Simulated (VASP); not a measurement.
# GeCN2 (R-3m) in VASP: single point with PBEsol

Aim: the single point of GeCN2 with PBEsol.

All numbers are computed with VASP 6.6.1; they aren't measurements. Logs are shortened: lines on timing, memory, paths and dates and some standing lists are left out, and cuts for length are marked.

### Step 1. The crystal as given

The structure is trigonal, space group R-3m (No. 166). The conventional cell has a = 3.588 Å, b = 3.588 Å, c = 14.766 Å, α = 90.00°, β = 90.00°, γ = 120.00°. Ge (site symmetry -3m) has 6 N at 2.40 Å as nearest neighbours. C (site symmetry -3m) is surrounded by 2 N at 1.24 Å. Around N (site symmetry 3m) lie 1 C at 1.24 Å.

The cell comes from a database or a generator and needn't be the stable form of this composition.

### Step 2. Single point, PBEsol

The input, INCAR:

```
PREC = Accurate
ENCUT = 520
EDIFF = 1E-7
ISMEAR = 0
SIGMA = 0.1
LREAL = F
LASPH = T
NELM = 60
ALGO = Normal
ISIF = 2
LWAVE = F
LCHARG = T
GGA = PS
LELF = T
LVHAR = T
NBANDS = 22
```

The input, KPOINTS:

```
Automatic mesh
0
Gamma
  6 6 6
```

The input, POSCAR:

```
GeCN2
1.0
    1.7937903697      1.0356453528      4.9219572124
   -1.7937903697      1.0356453528      4.9219572124
    0.0000000000     -2.0712907057      4.9219572124
Ge C N
1 1 2
Direct
    0.0000000000      0.0000000000      0.0000000000
    0.5000000000      0.5000000000      0.5000000000
    0.4160956000      0.4160956000      0.4160956000
    0.5839044000      0.5839044000      0.5839044000
```

Potentials or basis: VASP PAW PBE potentials, release 64 (Ge_d, C, N).

The run is started by

```bash
cat potpaw_PBE.64/Ge_d/POTCAR potpaw_PBE.64/C/POTCAR potpaw_PBE.64/N/POTCAR > POTCAR
mpirun -np 1 vasp_std > vasp.out
```

OUTCAR:

```text
PREC = Accurate
   ENCUT = 520
   EDIFF = 1E-7
   ISMEAR = 0
   LREAL = F
   LASPH = T
   NELM = 60
   ISIF = 2
   GGA = PS

 ion  position               nearest neighbor table
   1  0.000  0.000  0.000-
   2  0.500  0.500  0.500-   3 1.24   4 1.24
   3  0.416  0.416  0.416-   2 1.24
   4  0.584  0.584  0.584-   2 1.24

  LATTYP: Found a trigonal (rhomboedric) cell.
 ALAT       =     5.3400288377
 COS(alpha) =     0.7743235887

  Lattice vectors:

 A1 = (   1.7937903697,   1.0356453528,   4.9219572124)
 A2 = (  -1.7937903697,   1.0356453528,   4.9219572124)
 A3 = (   0.0000000000,  -2.0712907057,   4.9219572124)

Analysis of symmetry for initial positions (statically):
=====================================================================
 Subroutine PRICEL returns:
 Original cell was already a primitive cell.

 Routine SETGRP: Setting up the symmetry group for a
 trigonal (rhombohedral) supercell.

 Subroutine GETGRP returns: Found 12 space group operations
 (whereof 12 operations were pure point group operations)
 out of a pool of 12 trial point group operations.

The static configuration has the point symmetry D_3d.

Analysis of symmetry for dynamics (positions and initial velocities):
=====================================================================
 Subroutine PRICEL returns:
 Original cell was already a primitive cell.

 Routine SETGRP: Setting up the symmetry group for a
 trigonal (rhombohedral) supercell.

 Subroutine GETGRP returns: Found 12 space group operations
 (whereof 12 operations were pure point group operations)
 out of a pool of 12 trial point group operations.

The dynamic configuration has the point symmetry D_3d.

 Subroutine INISYM returns: Found 12 space group operations
 (whereof 12 operations are pure point group operations),
 and found     1 'primitive' translations

----------------------------------------------------------------------------------------

                                     Primitive cell

  volume of cell :      54.8620

  direct lattice vectors                    reciprocal lattice vectors
     1.793790370  1.035645353  4.921957212     0.278739371  0.160930251  0.067723737
    -1.793790370  1.035645353  4.921957212    -0.278739371  0.160930251  0.067723737
     0.000000000 -2.071290706  4.921957212     0.000000000 -0.321860502  0.067723737

  length of vectors
     5.340028838  5.340028838  5.340028838     0.328908327  0.328908327  0.328908327

  position of ions in fractional coordinates (direct lattice)
     0.000000000  0.000000000  0.000000000
     0.500000000  0.500000000  0.500000000
     0.416095600  0.416095600  0.416095600
     0.583904400  0.583904400  0.583904400

  ion indices of the primitive-cell ions
   primitive index   ion index
                 1           1
                 2           2
                 3           3
                 4           4

----------------------------------------------------------------------------------------

 KPOINTS: Automatic mesh

Automatic generation of k-mesh.
 Grid dimensions read from file:
 generate k-points for:    6    6    6

 Generating k-lattice:

  Cartesian coordinates                     Fractional coordinates (reciprocal lattice)
     0.046456562  0.026821709  0.011287289     0.166666667  0.000000000  0.000000000
    -0.046456562  0.026821709  0.011287289     0.000000000  0.166666667  0.000000000
     0.000000000 -0.053643417  0.011287289     0.000000000  0.000000000  0.166666667

  Length of vectors
     0.054818054  0.054818054  0.054818054

  Shift w.r.t. Gamma in fractional coordinates (k-lattice)
     0.000000000  0.000000000  0.000000000

 Subroutine IBZKPT returns following result:
 ===========================================

 Found     32 irreducible k-points:

 Following reciprocal coordinates:
            Coordinates               Weight
  0.000000  0.000000  0.000000      1.000000
  0.166667  0.000000  0.000000      6.000000
  0.333333  0.000000 -0.000000      6.000000
  0.500000  0.000000 -0.000000      3.000000
  0.166667  0.166667  0.000000      6.000000
  0.333333  0.166667 -0.000000     12.000000
[... 16 lines left out ...]
  0.500000  0.500000  0.166667      6.000000
 -0.333333  0.500000  0.166667     12.000000
 [... further k-points ...]
   k-points           NKPTS =     32   k-points in BZ     NKDIM =     32   number of bands    NBANDS=     22
   number of dos      NEDOS =    301   number of ions     NIONS =      4
   total plane-waves  NPLWV =  64000
   dimension x,y,z NGX =    40 NGY =   40 NGZ =   40
   dimension x,y,z NGXF=    80 NGYF=   80 NGZF=   80
   ions per type =               1   1   2
   NGX,Y,Z   is equivalent  to a cutoff of  12.45, 12.45, 12.45 a.u.
   NGXF,Y,Z  is equivalent  to a cutoff of  24.91, 24.91, 24.91 a.u.
 SYSTEM =  unknown system
   PREC   = accura    normal or accurate (medium, high low for compatibility)
   ISTART =      0    job   : 0-new  1-cont  2-samecut
   ICHARG =      2    charge: 1-file 2-atom 10-const
   ISPIN  =      1    spin polarized calculation?
   LNONCOLLINEAR =      F non collinear calculations
   LSORBIT =      F    spin-orbit coupling
   LASPH  =      T    aspherical Exc in radial PAW
   ENCUT  =  520.0 eV  38.22 Ry    6.18 a.u.   9.93  9.93  9.93*2*pi/ulx,y,z
   NELM   =     60;   NELMIN=  2; NELMDL= -5     # of ELM steps
   EDIFF  = 0.1E-06   stopping-criterion for ELM
   LREAL  =      F    real-space projection
   EDIFFG = 0.1E-05   stopping-criterion for IOM
   NSW    =      0    number of steps for IOM
   IBRION =     -1    ionic relax: 0-MD 1-quasi-New 2-CG
   NFREE  =      0    steps in history (QN), initial steepest desc. (CG)
   ISIF   =      2    stress and relaxation
   ISYM   =      2    0-nonsym 1-usesym 2-fastsym
   POTIM  = 0.5000    time-step for ionic-motion
   TEBEG  =    0.0;   TEEND  =   0.0 temperature during run
   PSTRESS=    0.0 pullay stress
   NELECT =      28.0000    total number of electrons
   NUPDOWN=      -1.0000    fix difference up-down
   EMIN   =  10.00;   EMAX   =-10.00  energy-range for DOS
   EFERMI =   0.00;   METHOD = LEGACY
   ISMEAR =     0;   SIGMA  =   0.10  broadening in eV -4-tet -1-fermi 0-gaus
   EFERMI_NEDOS =   21; number of points for ismear=-14 and -15
   IALGO  =     38    algorithm
   IMIX   =      4    mixing-type and parameters
     AMIX     =   0.40;   BMIX     =  1.00
     AMIX_MAG =   1.60;   BMIX_MAG =  1.00
  volume/ion in A,a.u.               =      13.72        92.56
  Fermi-wavevector in a.u.,A,eV,Ry     =   1.308289  2.472307 23.287992  1.711619
  Thomas-Fermi vector in A             =   2.438966
   LORBIT       =      0    0 simple, 1 ext, 2 COOP (PROOUT), +10 PAW based schemes
   GGA     = PS    functional components
   LHFCALC =     F    Hartree Fock is set to
   AEXX    =    0.0000 exact exchange contribution
   IVDW    =     0    specifies the selected vdW correction
   LEPSILON=     F    determine dielectric tensor
   LRPA    =     F    only Hartree local field effects (RPA)
 non-spin polarized calculation
 Gauss-broadening in eV      SIGMA  =   0.10
  energy-cutoff  :      520.00
  volume of cell :       54.86
 maximum number of plane-waves:      1503
   NGX = 19   NGY = 19   NGZ = 19

 number of electron      28.0000006 magnetization

 Free energy of the ion-electron system (eV)
  ---------------------------------------------------
  ext. energy  EPLUGINS =         0.00000000
  ---------------------------------------------------
  free energy    TOTEN  =       -30.59442785 eV

  energy without entropy =      -30.59442785  energy(sigma->0) =      -30.59442785

 E-fermi :   3.8626     XC(G=0):  -9.9147

 val. band max:        3.4425157970   @ k =   0.5000   0.5000   0.1667
 cond. band min:       4.3661610138   @ k =   0.5000   0.5000   0.5000
 fundamental gap:      0.9236452168
 Fermi energy:         3.8625553798

 k-point     1 :       0.0000    0.0000    0.0000
  band No.  band energies     occupation
      1     -21.2126      2.00000
      2     -21.2074      2.00000
      3     -21.2074      2.00000
      4     -21.1985      2.00000
      5     -21.1985      2.00000
      6     -15.7829      2.00000
[... 14 lines left out ...]
     21      13.3166      0.00000
     22      14.0579      0.00000

 k-point     2 :       0.1667    0.0000    0.0000
  band No.  band energies     occupation
      1     -21.2116      2.00000
      2     -21.2078      2.00000
      3     -21.2031      2.00000
      4     -21.2017      2.00000
      5     -21.1992      2.00000
      6     -15.6976      2.00000
[... 14 lines left out ...]
     21      12.0665      0.00000
     22      14.1276      0.00000

 k-point     3 :       0.3333    0.0000   -0.0000
  band No.  band energies     occupation
      1     -21.2173      2.00000
      2     -21.2074      2.00000
      3     -21.2014      2.00000
      4     -21.2006      2.00000
      5     -21.1944      2.00000
      6     -15.5192      2.00000
[... 14 lines left out ...]
     21      11.7917      0.00000
     22      14.9653      0.00000

 k-point     4 :       0.5000    0.0000   -0.0000
  band No.  band energies     occupation
      1     -21.2212      2.00000
      2     -21.2091      2.00000
      3     -21.2012      2.00000
      4     -21.1985      2.00000
      5     -21.1901      2.00000
      6     -15.4257      2.00000
[... 14 lines left out ...]
     21      13.0690      0.00000
     22      14.6520      0.00000

 k-point     5 :       0.1667    0.1667    0.0000
  band No.  band energies     occupation
      1     -21.2115      2.00000
      2     -21.2079      2.00000
      3     -21.2031      2.00000
      4     -21.2017      2.00000
      5     -21.1991      2.00000
      6     -15.6836      2.00000
[... 417 lines left out ...]
 k-point    22 :      -0.1667    0.3333    0.1667
  band No.  band energies     occupation
      1     -21.2165      2.00000
      2     -21.2069      2.00000
      3     -21.2034      2.00000
      4     -21.2006      2.00000
      5     -21.1933      2.00000
      6     -15.4126      2.00000
[... 14 lines left out ...]
     21      12.9219      0.00000
     22      14.6066      0.00000

 k-point    23 :       0.5000    0.5000    0.1667
  band No.  band energies     occupation
      1     -21.2180      2.00000
      2     -21.2079      2.00000
      3     -21.2013      2.00000
      4     -21.2005      2.00000
      5     -21.1944      2.00000
      6     -15.4236      2.00000
[... 14 lines left out ...]
     21      12.6379      0.00000
     22      14.9515      0.00000

 k-point    24 :      -0.3333    0.5000    0.1667
  band No.  band energies     occupation
      1     -21.2171      2.00000
      2     -21.2070      2.00000
      3     -21.2033      2.00000
      4     -21.2005      2.00000
      5     -21.1932      2.00000
      6     -15.3638      2.00000
[... 14 lines left out ...]
     21      13.1232      0.00000
     22      14.1419      0.00000

 [... further k-points ...]

------------------------ aborting loop because EDIFF is reached ----------------------------------------

  FORCE on cell =-STRESS in cart. coord.  units (eV):
  Direction    XX          YY          ZZ          XY          YZ          ZX
  --------------------------------------------------------------------------------------
  -------------------------------------------------------------------------------------
  Total       -1.1396801     -1.1396801     -0.8761726      0.0000000      0.0000000      0.0000000
  in kB      -33.2829439    -33.2829439    -25.5875323      0.0000000      0.0000000      0.0000000
  external PRESSURE =     -30.7178067 kB  Pullay stress =       0.0000000 kB

 VOLUME and BASIS-vectors are now :
 -----------------------------------------------------------------------------
  energy-cutoff  :      520.00
  volume of cell :       54.86
      direct lattice vectors                 reciprocal lattice vectors
     1.793790370  1.035645353  4.921957212     0.278739371  0.160930251  0.067723737
    -1.793790370  1.035645353  4.921957212    -0.278739371  0.160930251  0.067723737
     0.000000000 -2.071290706  4.921957212     0.000000000 -0.321860502  0.067723737

 POSITION                                       TOTAL-FORCE (eV/Angst)
 -----------------------------------------------------------------------------------
      0.00000      0.00000      0.00000         0.000000     -0.000000     -0.000000
      0.00000     -0.00000      7.38294        -0.000000     -0.000000      0.000000
      0.00000     -0.00000      6.14401         0.000000      0.000000     -0.187048
      0.00000     -0.00000      8.62186         0.000000     -0.000000      0.187048
 -----------------------------------------------------------------------------------
    total drift:                               -0.000000      0.000000     -0.000000

  FREE ENERGIE OF THE ION-ELECTRON SYSTEM (eV)
  ---------------------------------------------------
  free  energy   TOTEN  =       -30.5944278535 eV

  energy  without entropy=      -30.5944278535  energy(sigma->0) =      -30.59442785
```

Run time: 72 s. Hardware: 1 thread of Intel Xeon Platinum 8375C at 2.90GHz (Ice Lake), shared host; peak memory 0.25 GiB.

Results:

```
Free energy            : -30.5944 eV
Pressure               : -3.1 GPa
Largest force          : 0.187 eV/Å
Band gap on the k mesh : 0.92 eV, indirect (least direct gap 1.94 eV)
```

Forces in eV/Å, atoms in the order of the input:
```
Ge   0.000  0.000  0.000
C    0.000  0.000  0.000
N    0.000  0.000 -0.187
N    0.000  0.000  0.187
```

Caveat: the standard files for N, O and F lose accuracy on very short bonds; the PAW data sets were made with another functional, which shifts forces and pressure a little. Expect the measured gap to be larger: semilocal functionals such as PBEsol lack the derivative discontinuity.
